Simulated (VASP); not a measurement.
An input for Quantum ESPRESSO's pw.x (written as the equivalent of a VASP run, and not itself run):

```
&CONTROL
  calculation = 'vc-relax'
  pseudo_dir = './pseudo'
  outdir = './out'
  tprnfor = .true.
  tstress = .true.
  nstep = 60
  forc_conv_thr = 0.00039
/
&SYSTEM
  ibrav = 0
  nat = 2
  ntyp = 2
  ecutwfc = 84
  occupations = 'smearing'
  smearing = 'gaussian'
  degauss = 0.003675
  input_dft = 'pbe'
/
&ELECTRONS
  conv_thr = 7.3e-08
  electron_maxstep = 100
/
&IONS
/
&CELL
/
ATOMIC_SPECIES
  Mg 24.305 Mg.upf
  Te 127.600 Te.upf
CELL_PARAMETERS angstrom
     0.0000000    3.2537809    3.2537809
     3.2537809   -0.0000000    3.2537809
     3.2537809    3.2537809   -0.0000000
ATOMIC_POSITIONS crystal
  Mg   0.0000000  0.0000000  0.0000000
  Te   0.2500000  0.2500000  0.2500000
K_POINTS automatic
  6 6 6 0 0 0
```

Problem. Write the VASP files for the same calculation (PBE).

Solution. This is not unique; one that fits is 
KPOINTS:
```
Automatic mesh
0
Gamma
6 6 6
0 0 0
```

**INCAR**
```
! general
SYSTEM   =  MgTe
PREC     =  Accurate
ENCUT    =  400
LREAL    =  .False.
LASPH    =  .True.

! electronic loop
EDIFF    =  1E-6
NELM     =  100
ALGO     =  Normal
LMAXMIX  =  4

! smearing
ISMEAR   =  0
SIGMA    =  0.05

! functional
GGA      =  PE

! ions
IBRION   =  2
NSW      =  60
ISIF     =  3
EDIFFG   =  -0.01

! output
LWAVE    =  .False.
LCHARG   =  .False.
```

### POSCAR
```
MgTe
1
    0.0000000000     3.2537808527     3.2537808527
    3.2537808527    -0.0000000000     3.2537808527
    3.2537808527     3.2537808527    -0.0000000000
Mg Te
1 1
Direct
  0.0000000000   0.0000000000   0.0000000000
  0.2500000000   0.2500000000   0.2500000000
```

POTCAR, in this order: Mg Te (PBE.64 set). Program: vasp_std.

The two are equivalent in intent, not identical: the potentials are each code's own (VASP's PAW set, PseudoDojo norm-conserving files in pw.x), so ENCUT and ecutwfc are chosen apart and not converted; conv_thr bounds pw.x's estimated SCF error, while EDIFF bounds the energy change between steps; forc_conv_thr acts on force components and is met together with etot_conv_thr.

The compound is MgTe in the zinc blende structure, whereas wurtzite is the usual form. It was relaxed first. The start is the result of an earlier pass.
